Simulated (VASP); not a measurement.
Input for VASP

POSCAR:
```
MgS
1.0
  0.0000000000   2.5734610000   2.6758360000
  2.5287920000   0.0000000000   2.6758360000
  2.5287920000   2.5734610000   0.0000000000
Mg S
1 1
Cart
  0.0000000000   0.0000000000   0.0000000000
  2.5896954265   2.5734610000   2.6758360000
```

INCAR:
```
SYSTEM = MgS
PREC = Accurate
ENCUT = 400
EDIFF = 1E-6
NELM = 100
ALGO = Normal
LREAL = .FALSE.
LASPH = .FALSE.
ISMEAR = 0
SIGMA = 0.05
GGA = PE
LWAVE = .FALSE.
LCHARG = .FALSE.
ISIF = 2
```

File KPOINTS:
```
Automatic mesh
0
Gamma
8 8 8
0 0 0
```

POTCAR, in this order: Mg S (PBE.64 set). Program: vasp_std.

Question: Write an equivalent input for Ansatz.

Answer: One equivalent input (not run):
Ansatz 0.2 input:
```yaml
crystal:
  lattice:
    - [0.0000000, 2.5734610, 2.6758360]
    - [2.5287920, 0.0000000, 2.6758360]
    - [2.5287920, 2.5734610, 0.0000000]
  atoms:
    - { symbol: Mg, position: [0.0000000, 0.0000000, 0.0000000] }
    - { symbol: S, position: [0.4879580, 0.5120420, 0.5120420] }
kpoints:
  mp_grid: { grid: [8, 8, 8] }
hamiltonian:
  xc: pbe
  pseudopotentials: { kind: paw }
scf:
  occupations: { method: gaussian, width: 0.05 }
  max_iter: 100
output: { forces: true, stress: true, eigenvalues: true }
```
What does not carry over: each code has its own PAW files, so the cut-off isn't converted (ENCUT is set for VASP's; basis.ecutwfc is left out, and Ansatz then takes the one that its files recommend); Ansatz stops its SCF on the density residual and VASP on the energy change (EDIFF).

The compound is MgS in the rock salt structure. The cell was not relaxed at this level, atoms are displaced from their ideal sites. The run is one of a series of settings (LASPH = .FALSE. against the base run), some of them coarse on purpose.
